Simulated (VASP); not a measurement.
An input for Quantum ESPRESSO's pw.x (written as the equivalent of a VASP run, and not itself run):

```
&CONTROL
  calculation = 'scf'
  pseudo_dir = './pseudo'
  outdir = './out'
  tprnfor = .true.
  tstress = .true.
/
&SYSTEM
  ibrav = 0
  nat = 2
  ntyp = 2
  ecutwfc = 74
  occupations = 'tetrahedra'
  input_dft = 'vdw-df2-b86r'
/
&ELECTRONS
  conv_thr = 7.3e-09
  electron_maxstep = 100
/
ATOMIC_SPECIES
  Li 6.940 Li.upf
  Cl 35.450 Cl.upf
CELL_PARAMETERS angstrom
     0.0000000    2.5476057    2.5476057
     2.5476057    0.0000000    2.5476057
     2.5476057    2.5476057    0.0000000
ATOMIC_POSITIONS crystal
  Li   0.0000000  0.0000000  0.0000000
  Cl   0.5000000  0.5000000  0.5000000
K_POINTS automatic
  10 10 10 0 0 0
```

Question: Write the VASP files for the same calculation (rev-vdW-DF2).

Answer: Several could match; the one computed here: 
KPOINTS:
```
Regular mesh
0
G
 10 10 10
0 0 0
```

File POSCAR:
```
LiCl
1
    0.0000000000     2.5476057403     2.5476057403
    2.5476057403     0.0000000000     2.5476057403
    2.5476057403     2.5476057403     0.0000000000
Li Cl
1 1
Direct
  0.0000000000   0.0000000000   0.0000000000
  0.5000000000   0.5000000000   0.5000000000
```

**INCAR**
```
LREAL = .FALSE.   # projection in real space or not
PREC = Accurate
AGGAC = 0.0
GGA = MK
LCHARG = .TRUE.
PARAM1 = 0.1234568
ALGO = Normal   # blocked Davidson
EDIFF = 1E-7
ISMEAR = -5
NELM = 100
LWAVE = .FALSE.
PARAM2 = 0.7114
NEDOS = 601   # DOS grid
ISIF = 2   # forces and stress, cell fixed
LASPH = .TRUE.
ENCUT = 520   # plane-wave cut-off (eV)
ZAB_VDW = -1.8867
LORBIT = 11   # lm-projected
LUSE_VDW = .TRUE.
SYSTEM = LiCl
```

POTCAR, in this order: Li_sv Cl (PBE.64 set). Program: vasp_std.

Limits of the translation: the potentials are each code's own (VASP's PAW set, PseudoDojo norm-conserving files in pw.x), so ENCUT and ecutwfc are chosen apart and not converted; conv_thr bounds pw.x's estimated SCF error, while EDIFF bounds the energy change between steps.

The compound is LiCl in the rock salt structure. It was relaxed first.
